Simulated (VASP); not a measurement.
The system is Sn2HBr3.

```
Sn H Br
1.0
     4.76899    0.00000    0.00000
    -2.38449    4.13006    0.00000
     0.00000    0.00000    9.36777
Sn H Br
2 1 3
Direct
  0.33333 0.66667 0.24782
  0.33333 0.66667 0.75218
  0.66667 0.33333 0.00000
  0.66667 0.33333 0.50000
  0.00000 0.00000 0.00000
  0.00000 0.00000 0.50000
```

The cell was built by a generator and needn't be a form met in nature.

| Property | Result |
| --- | --- |
| Program | VASP 6.6.1 |
| Task | relaxation of cell and atoms |
| Functional | PBE |
| Potentials or basis | VASP PAW PBE potentials, release 64 (Sn_d, H, Br) |
| Cutoff | 520 eV |
| k mesh | 4 × 4 × 2 |
| Occupations | gaussian, width 0.15 eV |
| Spin | no spin polarisation |

At the start: pressure -0.8 GPa; volume 30.75 Å³/atom.

How do energy, volume and symmetry change on relaxing?

Over 10 steps the energy falls by 374.2 meV/atom and the volume is 25.90 Å³/atom (-15.8 %); space group P-6m2 (No. 187, to 0.05 Å).

Step by step:
| step | energy change (eV) | largest force (eV/Å) | pressure (GPa) | volume (Å³) |
| --- | --- | --- | --- | --- |
| 1 | 0.0000 | 0.3684 | -0.75 | 184.51 |
| 2 | -0.6042 | 0.1915 | -0.80 | 180.28 |
| 3 | -1.8074 | 0.0024 | -1.04 | 169.36 |
| 4 | -1.4385 | 3.4473 | 7.46 | 137.20 |
| 5 | -2.1651 | 0.1467 | -0.76 | 161.30 |
| 6 | -2.2020 | 0.3777 | -0.61 | 158.21 |
| 7 | -2.2229 | 0.2074 | 0.39 | 154.02 |
| 8 | -2.2233 | 0.2272 | 0.59 | 153.63 |
| 9 | -2.2411 | 0.1066 | 0.20 | 154.93 |
| 10 | -2.2452 | 0.0463 | 0.15 | 155.43 |

Final structure:
```
CELL_PARAMETERS angstrom
5.20354 0.00000 0.00000
-2.60177 4.50640 0.00000
0.00000 0.00000 6.62821
ATOMIC_POSITIONS crystal
Sn 0.33333 0.66667 0.25342
Sn 0.33333 0.66667 0.74658
H 0.66667 0.33333 0.00000
Br 0.66667 0.33333 0.50000
Br 0.00000 0.00000 0.00000
Br 0.00000 0.00000 0.50000
```

Caveat: the k mesh is coarse (spacing up to 0.38 Å⁻¹), so the values aren't converged; the volume moved by over 15 % at a fixed basis, so the end points are rough; the relaxation stopped at a loose force limit of 0.08 eV/Å, so its end isn't a converged minimum.
